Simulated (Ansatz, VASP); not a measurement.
**Two plane-wave programs on Si3IrRu**

```xyz
5
Lattice="3.9791 0.0000 0.0000 -1.9895 3.4460 0.0000 0.0000 0.0000 5.2937" Properties=species:S:1:pos:R:3 pbc="T T T"
Si    0.0000    0.0000    5.1427
Si    1.9895    1.1487    1.9630
Si    0.0000    2.2973    3.3746
Ru    1.9895    1.1487    4.4266
Ir    0.0000    2.2973    0.9743
```

Alike in both runs: functional PBE; k mesh 12 × 12 × 6; occupations gaussian, width 0.1 eV; no spin polarisation.

Ansatz relaxed the structure, and its values are those at the end. VASP's run is a single point on that final structure, the one shown.

```csv
,VASP,Ansatz
version,VASP 6.6.1,Ansatz 0.2.0
potentials or method,"VASP PAW PBE potentials, release 64 (Si, Ru_pv, Ir)","scalar-relativistic, plane waves, PAW"
plane-wave cutoff (eV),520,420
valence electrons in the cell,35,45
```

VASP gave:

* gap on the k mesh at the Fermi level (eV): none
* pressure (GPa): 0.1
* rms of the force components (eV/Å): 0.007

Task: Estimate Ansatz's values.

Result: gap on the k mesh at the Fermi level (eV): none; pressure (GPa): 0.0; rms of the force components (eV/Å): 0.001.

A gap of «none» marks a metal or a gap that the smearing closes. With one functional, cell and mesh, what is left measures potentials, basis and numerics. The two sets of potentials don't hold the same shells in valence.

The runs have no spin-orbit coupling, so splittings on Ir are missing.
